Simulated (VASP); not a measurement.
Level of theory: PBE GGA, VASP's PBE PAW potentials (set 64) (plane waves; VASP).

VASP ran on this input.

**INCAR**
```
! general
SYSTEM = Na
PREC   = Accurate
ENCUT  = 400
LREAL  = F   ! projection in real space or not
LASPH  = T

! electronic loop
EDIFF  = 1E-6   ! SCF stop (eV)
NELM   = 100   ! most electronic steps
ALGO   = Normal

! smearing
ISMEAR = 1   ! Methfessel-Paxton
SIGMA  = 0.1   ! width (eV)

! functional
GGA    = PE   ! PBE

! spin
ISPIN  = 2
MAGMOM = 1.0

! ions
ISIF   = 2

! output
LWAVE  = F
LCHARG = F
```

**POSCAR**
```
Na
1
   -2.1300000000     2.1300000000     2.1300000000
    2.1300000000    -2.1300000000     2.1300000000
    2.1300000000     2.1300000000    -2.1300000000
Na
1
Direct
  0.0000000000   0.0000000000   0.0000000000
```

KPOINTS:
```
Automatic mesh
0
Gamma
9 9 9
0 0 0
```

POTCAR, in this order: Na_pv (PBE.64 set). Program: vasp_std.

Output of the run:

**OSZICAR**
```
       N       E                     dE             d eps       ncg     rms          rms(c)
DAV:   1     0.140868217160E+02    0.14087E+02   -0.37630E+03  1144   0.652E+02
DAV:   2    -0.729872719408E+00   -0.14817E+02   -0.14817E+02  1192   0.104E+02
DAV:   3    -0.948606303980E+00   -0.21873E+00   -0.21873E+00  1576   0.183E+01
DAV:   4    -0.950001273878E+00   -0.13950E-02   -0.13950E-02  1528   0.112E+00
DAV:   5    -0.950011642344E+00   -0.10368E-04   -0.10368E-04  1560   0.732E-02    0.734E+00
DAV:   6    -0.124447555831E+01   -0.29446E+00   -0.31186E-01  1184   0.926E+00    0.291E+00
DAV:   7    -0.131328266098E+01   -0.68807E-01   -0.85813E-02  1152   0.372E+00    0.167E-01
DAV:   8    -0.131381248899E+01   -0.52983E-03   -0.15652E-03  1320   0.262E-01    0.964E-02
DAV:   9    -0.131382603102E+01   -0.13542E-04   -0.43595E-04  1144   0.240E-01    0.426E-02
DAV:  10    -0.131393404406E+01   -0.10801E-03   -0.14718E-04  1184   0.149E-01    0.465E-03
DAV:  11    -0.131393958018E+01   -0.55361E-05   -0.89620E-06  1240   0.313E-02    0.253E-03
DAV:  12    -0.131394028086E+01   -0.70068E-06   -0.24063E-06  1328   0.104E-02
   1 F= -.13139403E+01 E0= -.13138716E+01  d E =-.206017E-03  mag=    -0.0003
```

OUTCAR:
```
------------------------ aborting loop because EDIFF is reached ----------------------------------------
  FORCE on cell =-STRESS in cart. coord.  units (eV):
  Direction    XX          YY          ZZ          XY          YZ          ZX
  --------------------------------------------------------------------------------------
  Total       -0.1222361     -0.1222361     -0.1222361      0.0000000     -0.0000000      0.0000000
  in kB       -5.0665367     -5.0665367     -5.0665367      0.0000000     -0.0000000      0.0000000
  external PRESSURE =      -5.0665367 kB  Pullay stress =       0.0000000 kB
  volume of cell :       38.65
      direct lattice vectors                 reciprocal lattice vectors
    -2.130000000  2.130000000  2.130000000     0.000000000  0.234741784  0.234741784
     2.130000000 -2.130000000  2.130000000     0.234741784  0.000000000  0.234741784
     2.130000000  2.130000000 -2.130000000     0.234741784  0.234741784  0.000000000
 POSITION                                       TOTAL-FORCE (eV/Angst)
 -----------------------------------------------------------------------------------
      0.00000      0.00000      0.00000         0.000000      0.000000      0.000000
 -----------------------------------------------------------------------------------
    total drift:                               -0.000000     -0.000000      0.000000
  FREE ENERGIE OF THE ION-ELECTRON SYSTEM (eV)
  ---------------------------------------------------
  free  energy   TOTEN  =        -1.3139402809 eV

  energy  without entropy=       -1.3137342635  energy(sigma->0) =       -1.31387161
```
(Selected blocks of OUTCAR.)

The compound is Na in the bcc structure. The cell was not relaxed at this level.
